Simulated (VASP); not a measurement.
Calculation: r2SCAN meta-GGA, VASP's PBE PAW potentials (set 64) (plane waves; VASP).

VASP input:

### POSCAR
```
Pt(111) slab
1
    2.7879243148     0.0000000000     0.0000000000
   -1.3939616545     2.4144129690    -0.0000000000
   -0.0000000000    -0.0000000000    24.1922590334
Pt
4
Direct
  0.0000000000   0.0000000000   0.3588600000
  0.6666670000   0.3333330000   0.4529530000
  0.3333330000   0.6666670000   0.5470470000
  0.0000000000   0.0000000000   0.6411400000
```

INCAR:
```
SYSTEM = Pt(111) slab
PREC = Normal; ENCUT = 400; LREAL = .False.
LASPH = .True.
EDIFF = 1E-5; NELM = 100; NELMIN = 4
ALGO = Normal; LMAXMIX = 6; LMIXTAU = .True.
ISMEAR = 1; SIGMA = 0.1
METAGGA = R2SCAN
IBRION = 2; NSW = 50; ISIF = 2
EDIFFG = -0.03
LWAVE = .True.; LCHARG = .False.
DIPOL = 0.5 0.5 0.5
LDIPOL = .True.; IDIPOL = 3
```

**KPOINTS**
```
Automatic mesh
0
Gamma
11 11 1
0 0 0
```

POTCAR, in this order: Pt (PBE.64 set). Program: vasp_std.

Unless said otherwise, spin-orbit coupling is left out, though it shifts the bands of the heavy elements here.

What does the run give for the energy per atom (σ→0), band gap (on the k-mesh)?

| Property | Value |
|---|---|
| energy per atom (σ→0) | -51.146 eV/atom |
| band gap (on the k-mesh) | none (metal, semimetal or under 0.01 eV) |

File OSZICAR:
```
...
DAV:  12    -0.204586842795E+03   -0.75216E-04   -0.54817E-06   504   0.282E-02    0.647E-04
DAV:  13    -0.204586830768E+03    0.12027E-04   -0.24855E-06   488   0.194E-02    0.538E-04
DAV:  14    -0.204586842889E+03   -0.12121E-04   -0.22185E-06   480   0.191E-02    0.358E-04
DAV:  15    -0.204586863060E+03   -0.20171E-04   -0.14402E-06   480   0.135E-02    0.273E-04
DAV:  16    -0.204586849249E+03    0.13812E-04   -0.89972E-07   464   0.105E-02    0.199E-04
DAV:  17    -0.204586870432E+03   -0.21183E-04   -0.16316E-06   488   0.140E-02    0.143E-04
DAV:  18    -0.204586862285E+03    0.81465E-05   -0.85449E-07   472   0.110E-02
   6 F= -.20458686E+03 E0= -.20458343E+03  d E =-.517013E-03
```

The cell is a thin slab with vacuum, built from Pt (fcc): (111) face. VASP warned that the highest band is occupied, so more bands are needed.
